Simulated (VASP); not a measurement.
Here is a VASP 6.6.1 calculation.

INCAR

```
ALGO = Normal ; EDIFF = 1E-6
ENCUT = 520 ; GGA = PE
ISIF = 2 ; ISMEAR = -1
ISPIN = 2 ; LASPH = True
LCHARG = False ; LORBIT = 11
LREAL = Auto ; LWAVE = False
MAGMOM = 0 0 0 0 0 0 0 0 0 0 0 0 0 0 0 0 0 0 0 ; NBANDS = 56
NELM = 150 ; PREC = Accurate
SIGMA = 0.02
```

Contents of KPOINTS:

```
k-points
0
Gamma
  2 2 1
```

The input POSCAR:

```
AlC18
1.0
    7.3980000000      0.0000000000      0.0000000000
   -3.6990000000      6.4068560000      0.0000000000
    0.0000000000      0.0000000000     11.0000000000
C Al
18 1
Direct
   -0.0035275814     -0.0078445653      0.0914231818
    0.2183531410      0.1032877905      0.0909942727
   -0.0041347030      0.3261826081      0.0904140909
    0.2174987161      0.4361444990      0.0902653636
   -0.0042922470      0.6580364847      0.0910128182
    0.2174469072      0.7695293916      0.0900120000
    0.3285450219     -0.0082368013      0.0899690000
    0.5501685116      0.1035957418      0.0893100000
    0.3286527438      0.3250556903      0.0904592727
    0.5503889397      0.4352412478      0.0907038182
    0.3273111670      0.6577480437      0.0896260909
    0.5494941025      0.7686710923      0.0890750000
    0.6613572479     -0.0074350040      0.0886102727
    0.8850864440      0.1041080055      0.0902956364
    0.6620095409      0.3251991304      0.0901367273
    0.8842477585      0.4362684287      0.0903079091
    0.6616562104      0.6572337508      0.0907846364
    0.8848807148      0.7690517783      0.0915388182
    0.7363360819      0.8889219611      0.2814251818
```

Potentials or basis: VASP PAW PBE potentials, release 64 (C, Al).

Launch:

```console
$ cat potpaw_PBE.64/C/POTCAR potpaw_PBE.64/Al/POTCAR > POTCAR
$ mpirun -np 1 vasp_std > vasp.out
```

Q: Estimate the band gap on the k mesh.

A: None (metal or under the smearing width).

Q: Estimate the largest force.

A: 0.159 eV/Å.

Q: Estimate the net moment.

A: 0.00 μB per cell.

Forces on the atoms (eV/Å):
```
C   -0.008  0.005  0.000
C   -0.013  0.007  0.001
C   -0.008  0.003  0.001
C   -0.009 -0.002  0.001
C   -0.010  0.000 -0.003
C   -0.007  0.005 -0.002
C    0.000 -0.004  0.004
C   -0.007  0.003  0.003
C   -0.014  0.001 -0.001
C   -0.010  0.000 -0.002
C   -0.009  0.003  0.000
C   -0.006 -0.004  0.008
C   -0.005  0.001  0.010
C   -0.008  0.001  0.004
C   -0.008 -0.002 -0.001
C   -0.010  0.003 -0.004
C   -0.010  0.007  0.001
C   -0.012  0.001  0.000
Al   0.155 -0.027 -0.022
```

Caveat: the k mesh is coarse (spacing up to 0.49 Å⁻¹), so the values aren't converged.
